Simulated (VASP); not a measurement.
## NaLiB2: electric field gradients with PBE

The system is NaLiB2.

```
Na Li B
1.0
     4.40861    0.00000    0.00000
    -2.20431    3.81797    0.00000
     0.00000    0.00000    3.15628
Na Li B
1 1 2
Direct
  0.33333 0.66667 0.50000
  0.00000 0.00000 0.00000
  0.66667 0.33333 0.00000
  0.66667 0.33333 0.50000
```

The cell comes from a database or a generator and needn't be the stable form of this composition.

```
Program                : VASP 6.6.1
Task                   : electric field gradients
Functional             : PBE
Potentials or basis    : VASP PAW PBE potentials, release 64 (Na_pv, Li_sv, B)
Cutoff                 : 520 eV
k mesh                 : 12 × 12 × 12
Occupations            : fermi-dirac, width 0.15 eV
Spin                   : no spin polarisation
Dipole correction      : no
Further INCAR settings : ALGO = Normal; EDIFF = 1e-08; NBANDS = 16
```

| Item | Value |
| --- | --- |
| Band gap on the k mesh | none (metal or under the smearing width) |

Levels at points of the mesh, in eV from the Fermi level:
```
           k point  band 4  band 5  band 6  band 7  band 8  band 9  band 10  band 11  band 12  band 13
(0.00, 0.00, 0.00)  -24.21  -10.08   -3.45   -2.52   -2.52    1.24     3.75     3.75     5.25     8.36
(0.50, 0.00, 0.00)  -24.22   -9.61   -4.51   -3.40   -3.03    1.89     5.44     6.52     6.97     8.02
(0.00, 0.00, 0.50)  -24.20   -7.64   -7.50    0.97    0.97    1.09     1.09     2.51     3.78     6.14
(0.50, 0.00, 0.50)  -24.20   -7.28   -7.22   -1.25   -0.95    0.21     0.76     4.35     4.86     9.14
```

Electric field gradients, principal values (V/Å²):
| atom | Vxx | Vyy | Vzz |
| --- | --- | --- | --- |
| 1 Na | -7.755 | -7.757 | 15.512 |
| 2 Li | -0.414 | -0.425 | 0.839 |
| 3 B | 15.611 | 15.611 | -31.222 |
| 4 B | 16.734 | 16.734 | -33.468 |

Wall time 54 s on 1 thread of Intel(R) Xeon(R) Platinum 8488C (Sapphire Rapids) (shared host), peak memory 0.24 GiB.
